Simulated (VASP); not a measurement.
OSZICAR of a VASP run on Ga$_{35}$N$_{36}$:

**OSZICAR**
```
       N       E                     dE             d eps       ncg     rms          rms(c)
DAV:   1    -0.513013905781E+03   -0.51301E+03   -0.22414E+01   366   0.125E+01    0.975E+00
DAV:   2    -0.513093046886E+03   -0.79141E-01   -0.11187E+00   444   0.242E+00    0.664E+00
DAV:   3    -0.513192734639E+03   -0.99688E-01   -0.14935E+00   476   0.179E+00    0.839E+00
DAV:   4    -0.513103736183E+03    0.88998E-01   -0.23681E+01   545   0.685E+00    0.773E+00
DAV:   5    -0.512948618014E+03    0.15512E+00   -0.45272E+00   537   0.600E+00    0.541E+00
DAV:   6    -0.513037869966E+03   -0.89252E-01   -0.52705E+00   457   0.517E+00    0.638E+00
DAV:   7    -0.513138963848E+03   -0.10109E+00   -0.13533E+01   537   0.571E+00    0.664E+00
DAV:   8    -0.512818193030E+03    0.32077E+00   -0.32968E+00   561   0.587E+00    0.236E+00
DAV:   9    -0.513740661340E+03   -0.92247E+00   -0.73384E+00   420   0.316E+00    0.777E+00
DAV:  10    -0.512844524339E+03    0.89614E+00   -0.15339E+01   529   0.750E+00    0.726E+00
DAV:  11    -0.513123808357E+03   -0.27928E+00   -0.71540E+00   516   0.599E+00    0.620E+00
DAV:  12    -0.513744282419E+03   -0.62047E+00   -0.15310E+01   489   0.629E+00    0.955E+00
DAV:  13    -0.512524710522E+03    0.12196E+01   -0.15536E+01   577   0.789E+00    0.733E+00
DAV:  14    -0.513258050990E+03   -0.73334E+00   -0.83603E+00   532   0.642E+00    0.812E+00
DAV:  15    -0.513027902364E+03    0.23015E+00   -0.11621E+01   513   0.722E+00    0.853E+00
DAV:  16    -0.512881403627E+03    0.14650E+00   -0.12954E+01   561   0.704E+00    0.790E+00
DAV:  17    -0.513040871558E+03   -0.15947E+00   -0.92699E+00   537   0.706E+00    0.835E+00
DAV:  18    -0.512951100624E+03    0.89771E-01   -0.11637E+01   529   0.720E+00    0.830E+00
DAV:  19    -0.513041019717E+03   -0.89919E-01   -0.12799E+01   521   0.706E+00    0.837E+00
DAV:  20    -0.512960546297E+03    0.80473E-01   -0.11832E+01   529   0.735E+00    0.836E+00
DAV:  21    -0.512975755288E+03   -0.15209E-01   -0.11621E+01   537   0.722E+00    0.833E+00
DAV:  22    -0.513034261164E+03   -0.58506E-01   -0.12730E+01   513   0.720E+00    0.843E+00
DAV:  23    -0.512953558549E+03    0.80703E-01   -0.12151E+01   529   0.731E+00    0.833E+00
DAV:  24    -0.512990199693E+03   -0.36641E-01   -0.11792E+01   529   0.720E+00    0.835E+00
DAV:  25    -0.513000980639E+03   -0.10781E-01   -0.12410E+01   521   0.722E+00    0.838E+00
DAV:  26    -0.512969073485E+03    0.31907E-01   -0.12015E+01   537   0.726E+00    0.834E+00
DAV:  27    -0.512992690746E+03   -0.23617E-01   -0.12042E+01   529   0.722E+00    0.836E+00
DAV:  28    -0.512988588713E+03    0.41020E-02   -0.12291E+01   521   0.724E+00    0.836E+00
DAV:  29    -0.512976312344E+03    0.12276E-01   -0.11966E+01   521   0.725E+00    0.835E+00
DAV:  30    -0.512991462111E+03   -0.15150E-01   -0.12149E+01   529   0.722E+00    0.836E+00
DAV:  31    -0.512986541675E+03    0.49204E-02   -0.12259E+01   529   0.724E+00    0.836E+00
DAV:  32    -0.512975752284E+03    0.10789E-01   -0.11929E+01   521   0.725E+00    0.835E+00
DAV:  33    -0.512992662993E+03   -0.16911E-01   -0.12192E+01   521   0.722E+00    0.836E+00
DAV:  34    -0.512986770811E+03    0.58922E-02   -0.12282E+01   529   0.724E+00    0.836E+00
DAV:  35    -0.512973783117E+03    0.12988E-01   -0.11899E+01   529   0.725E+00    0.835E+00
DAV:  36    -0.512992678141E+03   -0.18895E-01   -0.12183E+01   521   0.722E+00    0.836E+00
DAV:  37    -0.512987987052E+03    0.46911E-02   -0.12314E+01   521   0.724E+00    0.836E+00
DAV:  38    -0.512972886698E+03    0.15100E-01   -0.11901E+01   529   0.726E+00    0.835E+00
DAV:  39    -0.512992040807E+03   -0.19154E-01   -0.12164E+01   529   0.722E+00    0.836E+00
DAV:  40    -0.512987877661E+03    0.41631E-02   -0.12313E+01   529   0.724E+00    0.836E+00
DAV:  41    -0.512973140566E+03    0.14737E-01   -0.11922E+01   521   0.726E+00    0.835E+00
DAV:  42    -0.512992693453E+03   -0.19553E-01   -0.12182E+01   521   0.722E+00    0.836E+00
DAV:  43    -0.512987136955E+03    0.55565E-02   -0.12306E+01   529   0.724E+00    0.836E+00
DAV:  44    -0.512972473250E+03    0.14664E-01   -0.11899E+01   529   0.726E+00    0.835E+00
DAV:  45    -0.512992356855E+03   -0.19884E-01   -0.12178E+01   521   0.722E+00    0.836E+00
DAV:  46    -0.512987988609E+03    0.43682E-02   -0.12327E+01   521   0.725E+00    0.836E+00
DAV:  47    -0.512972452791E+03    0.15536E-01   -0.11910E+01   529   0.726E+00    0.835E+00
DAV:  48    -0.512991446239E+03   -0.18993E-01   -0.12163E+01   529   0.722E+00    0.836E+00
DAV:  49    -0.512987993137E+03    0.34531E-02   -0.12320E+01   529   0.725E+00    0.836E+00
DAV:  50    -0.512972926137E+03    0.15067E-01   -0.11933E+01   521   0.726E+00
   1 F= -.51297293E+03 E0= -.51297289E+03  d E =-.665559E-04
```

Problem. Which electronic solver shows in the log?

Solution. It is blocked Davidson (ALGO = Normal, or the opening steps of other solvers). The INCAR had ALGO = Normal.

Problem. Can the final energy be trusted as converged?

Solution. Convergence was not reached. It stopped with EDIFF = 1E-5, NELM = 50 (HSE06 screened hybrid, plane waves, VASP's PBE PAW potentials (set 64)).  The cell is charged, with a uniform compensating background. The supercell is sampled at Γ alone, which is coarse: total energies, pressure and levels can be off, energies of defects by several tenths of an eV.

The cell is a supercell with a defect, built from GaN (wurtzite): vac_Ga, charge -1. The cell's shape comes from a PBE relaxation. The run is not spin-polarised, so no state with unpaired spins was tried.
